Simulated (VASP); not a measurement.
Energy against volume of NiSi₂ (fluorite). All values below come from optB86b-vdW, VASP's PBE PAW potentials (set 64) (plane waves; VASP).

```json
[
 {"V (Å³/atom)": "12.607", "E (eV/atom)": "-4.15091"},
 {"V (Å³/atom)": "13.009", "E (eV/atom)": "-4.16821"},
 {"V (Å³/atom)": "13.412", "E (eV/atom)": "-4.17215"},
 {"V (Å³/atom)": "13.814", "E (eV/atom)": "-4.16503"},
 {"V (Å³/atom)": "14.216", "E (eV/atom)": "-4.14910"}
]
```

Question: Fit a third-order Birch-Murnaghan equation of state.

Answer: 
```
Item                                             Value
---------------------------------------  -------------
volume per atom                          13.34 Å³/atom
bulk modulus                                   149 GPa
pressure derivative of the bulk modulus           5.82
lattice constant a                             5.430 Å
```

Measured: a 5.406 Å (computed value off by +0.4 %), as given by Wikipedia, Nickel silicide. The calculation is for a static lattice, while the measured a holds thermal and zero-point effects, which are part of the difference.

The compound is NiSi2 in the fluorite structure. It was relaxed first. The run is not spin-polarised, so no magnetic state was tried.
